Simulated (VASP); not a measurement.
VASP input:

**KPOINTS**
```
Automatic mesh
0
gamma
6 6 6
```

### INCAR
```
SYSTEM = RbCl
PREC = Accurate; ENCUT = 520; LREAL = .FALSE.
LASPH = .TRUE.
EDIFF = 1E-6; NELM = 100; ALGO = Normal
LMAXMIX = 4
ISMEAR = 0; SIGMA = 0.05
GGA = MK; LUSE_VDW = .TRUE.; AGGAC = 0.0
PARAM1 = 0.1234568; PARAM2 = 0.7114; ZAB_VDW = -1.8867
IBRION = 2; NSW = 60; ISIF = 3
EDIFFG = -0.01
LWAVE = .FALSE.; LCHARG = .FALSE.
```

**POSCAR**
```
RbCl
1
    0.0000000000     3.2900000000     3.2900000000
    3.2900000000     0.0000000000     3.2900000000
    3.2900000000     3.2900000000     0.0000000000
Rb Cl
1 1
Direct
  0.0000000000   0.0000000000   0.0000000000
  0.5000000000   0.5000000000   0.5000000000
```

POTCAR, in this order: Rb_sv Cl (PBE.64 set). Program: vasp_std.

**Question.** Write an equivalent input for Quantum ESPRESSO's pw.x.

**Answer.** One equivalent input (not run):
```
&CONTROL
  calculation = 'vc-relax'
  pseudo_dir = './pseudo'
  outdir = './out'
  tprnfor = .true.
  tstress = .true.
  nstep = 60
  forc_conv_thr = 0.00039
/
&SYSTEM
  ibrav = 0
  nat = 2
  ntyp = 2
  ecutwfc = 58
  occupations = 'smearing'
  smearing = 'gaussian'
  degauss = 0.003675
  input_dft = 'vdw-df2-b86r'
/
&ELECTRONS
  conv_thr = 7.3e-08
  electron_maxstep = 100
/
&IONS
/
&CELL
/
ATOMIC_SPECIES
  Rb 85.468 Rb.upf
  Cl 35.450 Cl.upf
CELL_PARAMETERS angstrom
     0.0000000    3.2900000    3.2900000
     3.2900000    0.0000000    3.2900000
     3.2900000    3.2900000    0.0000000
ATOMIC_POSITIONS crystal
  Rb   0.0000000  0.0000000  0.0000000
  Cl   0.5000000  0.5000000  0.5000000
K_POINTS automatic
  6 6 6 0 0 0
```
What does not carry over: the potentials are each code's own (VASP's PAW set, PseudoDojo norm-conserving files in pw.x), so ENCUT and ecutwfc are chosen apart and not converted; conv_thr bounds pw.x's estimated SCF error, while EDIFF bounds the energy change between steps; forc_conv_thr acts on force components and is met together with etot_conv_thr.

The compound is RbCl in the rock salt structure. This run relaxes it. Symmetry was kept, so distortions that lower it aren't found.
